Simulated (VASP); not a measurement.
Input for VASP

### INCAR
```
# general
SYSTEM   =  ZnF2
PREC     =  Accurate
ENCUT    =  620   # plane-wave cut-off (eV)
LREAL    =  F
LASPH    =  T   # aspherical one-centre terms

# electronic loop
EDIFF    =  1E-6   # SCF stop (eV)
NELM     =  100
ALGO     =  Normal
LMAXMIX  =  4

# smearing
ISMEAR   =  0
SIGMA    =  0.05

# functional
GGA      =  PS   # PBEsol

# ions
IBRION   =  2
NSW      =  40
ISIF     =  3   # ions, shape and volume
EDIFFG   =  -0.02

# output
LWAVE    =  F
LCHARG   =  F
```

POSCAR:
```
ZnF2
1.0
  4.7200633293   0.0000000000   0.0000000000
  0.0000000000   4.7200633293   0.0000000000
  0.0000000000   0.0000000000   3.1400927731
Zn F
2 4
Direct
  0.0000000000   0.0000000000   0.0000000000
  0.5000000000   0.5000000000   0.5000000000
  0.3035869626   0.3035869626   0.0000000000
  0.8035869626   0.1964130374   0.5000000000
  0.1964130374   0.8035869626   0.5000000000
  0.6964130374   0.6964130374   0.0000000000
```

File KPOINTS:
```
Automatic mesh
0
Gamma
5 5 7
0 0 0
```

POTCAR, in this order: Zn F (PBE.64 set). Program: vasp_std.

Problem. Translate this PBEsol calculation to Quantum ESPRESSO's pw.x.

Solution. One equivalent input (not run):
```
&CONTROL
  calculation = 'vc-relax'
  pseudo_dir = './pseudo'
  outdir = './out'
  tprnfor = .true.
  tstress = .true.
  nstep = 40
  forc_conv_thr = 0.00078
/
&SYSTEM
  ibrav = 0
  nat = 6
  ntyp = 2
  ecutwfc = 84
  occupations = 'smearing'
  smearing = 'gaussian'
  degauss = 0.003675
  input_dft = 'pbesol'
/
&ELECTRONS
  conv_thr = 7.3e-08
  electron_maxstep = 100
/
&IONS
/
&CELL
/
ATOMIC_SPECIES
  Zn 65.380 Zn.upf
  F 18.998 F.upf
CELL_PARAMETERS angstrom
     4.7200633    0.0000000    0.0000000
     0.0000000    4.7200633    0.0000000
     0.0000000    0.0000000    3.1400928
ATOMIC_POSITIONS crystal
  Zn   0.0000000  0.0000000  0.0000000
  Zn   0.5000000  0.5000000  0.5000000
  F    0.3035870  0.3035870  0.0000000
  F    0.8035870  0.1964130  0.5000000
  F    0.1964130  0.8035870  0.5000000
  F    0.6964130  0.6964130  0.0000000
K_POINTS automatic
  5 5 7 0 0 0
```
Limits of the translation: the potentials are each code's own (VASP's PAW set, PseudoDojo norm-conserving files in pw.x), so ENCUT and ecutwfc are chosen apart and not converted; conv_thr bounds pw.x's estimated SCF error, while EDIFF bounds the energy change between steps; forc_conv_thr acts on force components and is met together with etot_conv_thr.

The compound is ZnF2 in the rutile structure. It was relaxed first.
